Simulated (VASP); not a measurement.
A run of VASP 6.6.1 is set up as follows.

Contents of INCAR:

```
SYSTEM = NiMoIrPdW
  ALGO = Normal
  EDIFF = 1E-6
  ENCUT = 520
  GGA = PE
  ISIF = 2
  ISMEAR = -1
  ISPIN = 2
  KPAR = 4
  LASPH = .True.
  LCHARG = .False.
  LMAXMIX = 4
  LORBIT = 11
  LREAL = .False.
  LWAVE = .False.
  MAGMOM = 1 1 0 0.6 0
  NBANDS = 40
  NELM = 100
  PREC = Accurate
  SIGMA = 0.05
```

File KPOINTS:

```
k-points
0
Gamma
  11 11 3
  0 0 0
```

The input POSCAR:

```
NiMoIrPdW
1.0
    2.7607800000      0.0000000000      0.0000000000
   -1.3803900000      2.3909000000      0.0000000000
    0.0000000000      0.0000000000     11.3405100000
Ni Mo Pd Ir W
1 1 1 1 1
Direct
    0.0000000000      0.0000000000      0.7091700000
    0.6666700000      0.3333300000      0.2942500000
    0.6666700000      0.3333300000      0.8990100000
    0.0000000000      0.0000000000      0.1060400000
    0.6666700000      0.3333300000      0.5292100000
```

File KPOINTS_OPT:

```
path GMKGALHA,LM,KH
15
line-mode
reciprocal
 0.0000000000  0.0000000000  0.0000000000  G
 0.5000000000  0.0000000000  0.0000000000  M

 0.5000000000  0.0000000000  0.0000000000  M
 0.3333333333  0.3333333333  0.0000000000  K

 0.3333333333  0.3333333333  0.0000000000  K
 0.0000000000  0.0000000000  0.0000000000  G

 0.0000000000  0.0000000000  0.0000000000  G
 0.0000000000  0.0000000000  0.5000000000  A

 0.0000000000  0.0000000000  0.5000000000  A
 0.5000000000  0.0000000000  0.5000000000  L

 0.5000000000  0.0000000000  0.5000000000  L
 0.3333333333  0.3333333333  0.5000000000  H

 0.3333333333  0.3333333333  0.5000000000  H
 0.0000000000  0.0000000000  0.5000000000  A

 0.5000000000  0.0000000000  0.5000000000  L
 0.5000000000  0.0000000000  0.0000000000  M

 0.3333333333  0.3333333333  0.0000000000  K
 0.3333333333  0.3333333333  0.5000000000  H
```

Potentials or basis: VASP PAW PBE potentials, release 64 (Ni, Mo_sv, Pd, Ir, W_sv).

Launch:

```sh
$ cat potpaw_PBE.64/Ni/POTCAR potpaw_PBE.64/Mo_sv/POTCAR potpaw_PBE.64/Pd/POTCAR potpaw_PBE.64/Ir/POTCAR potpaw_PBE.64/W_sv/POTCAR > POTCAR
$ mpirun -np 4 vasp_std > vasp.out
```

What does it give for the band gap along the path?

None (metal or under the smearing width).

What does it give for the net moment?

0.00 μB per cell.

Forces in eV/Å, atoms in the order of the input:
```
Ni   0.000  0.000  0.038
Mo   0.000  0.000  0.296
Pd   0.000  0.000  0.005
Ir   0.000  0.000 -0.248
W    0.000  0.000 -0.091
```

Caveat: spin-orbit coupling is left out, which moves the levels of the heavy elements.
